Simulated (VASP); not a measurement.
Consider the following.

```
WTe2
1.0
    3.49568     0.00000     0.00000
   -1.74784     3.02735     0.00000
    0.00000     0.00000    17.50991
Te W
2 1
Cartesian
  0.00000   2.01824  15.69708
  0.00000   2.01824   1.81284
  0.00000   0.00000   0.00000
```

These are PBEsol GGA, VASP's PBE PAW potentials (set 64) (plane waves; VASP) values and carry that method's errors. Settings: 400 eV cut-off, 13×13×3 Γ-centred mesh, Gaussian smearing of 0.010 eV, potentials Te W_sv.

The cell holds a wide vacuum, so values per volume refer to the whole cell.

**Question.** Predict the energy per atom (σ→0).

**Answer.** 
The energy per atom (σ→0) is -7.012 eV/atom.

Total energies compare only between runs with the same potentials, cut-off and functional.

The cell is a sheet with vacuum, built from a database entry that may be metastable or hypothetical.
